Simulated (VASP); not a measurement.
Input:

```
AuCu3
1.0
    3.73114     0.00000     0.00000
    0.00000     3.73114     0.00000
    0.00000     0.00000     3.73114
Cu Au
3 1
Direct
  0.00000   0.50000   0.50000
  0.50000   0.00000   0.50000
  0.50000   0.50000   0.00000
  0.00000   0.00000   0.00000
```

Computed with vdW-DF-cx, VASP's PBE PAW potentials (set 64) (plane waves; VASP). Run with 520 eV cut-off, Gaussian smearing of 0.050 eV, potentials Cu Au.

### Question
Give the energies of bands 11 to 24 at the high-symmetry points, in eV from the Fermi level.

### Answer

| band | Γ | X | M | R |
|---|---|---|---|---|
| 11 | -2.35 | -3.44 | -3.44 | -3.01 |
| 12 | -2.35 | -2.70 | -3.26 | -3.01 |
| 13 | -1.75 | -2.58 | -3.26 | -1.73 |
| 14 | -1.71 | -2.58 | -2.54 | -1.73 |
| 15 | -1.71 | -2.41 | -2.54 | -1.73 |
| 16 | -1.60 | -2.41 | -2.54 | -1.71 |
| 17 | -1.60 | -2.38 | -2.39 | -1.71 |
| 18 | -1.60 | -2.32 | -2.39 | -1.67 |
| 19 | -1.45 | -2.07 | -2.32 | -1.67 |
| 20 | -1.45 | -2.01 | -2.23 | -1.67 |
| 21 | -1.45 | -1.60 | -0.58 | -1.16 |
| 22 | 1.20 | -1.45 | -0.58 | -1.13 |
| 23 | 1.20 | 5.78 | -0.47 | -1.13 |
| 24 | 1.20 | 5.78 | 0.30 | -1.13 |

It has no gap at this level: it comes out as a metal or semimetal.

The compound is Cu3Au in the L1_2 structure. It was relaxed first.
